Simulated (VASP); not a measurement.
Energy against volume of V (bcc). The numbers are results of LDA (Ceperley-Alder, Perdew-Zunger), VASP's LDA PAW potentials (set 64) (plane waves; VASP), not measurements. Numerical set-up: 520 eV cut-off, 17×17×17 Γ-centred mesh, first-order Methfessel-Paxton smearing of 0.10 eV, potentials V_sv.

```
V (Å³/atom)  E (eV/atom)
-----------  -----------
11.785          -9.91153
12.161          -9.93746
12.537          -9.94629
12.913          -9.94008
```

Q: Fit these four points and predict the energy of the run at 13.289 Å³/atom.

A: A cubic in V^(−2/3), the third-order Birch-Murnaghan form, passes through the four points with V0 = 12.56 Å³/atom and B0 = 212 GPa, and gives -9.9206 eV/atom there. The run gave -9.9210 eV/atom, -0.4 meV/atom from the fit; all five points give B0 = 210 GPa.

The compound is V in the bcc structure. It was relaxed first, which changed the volume by -10 %. The run is not spin-polarised, so no magnetic state was tried.
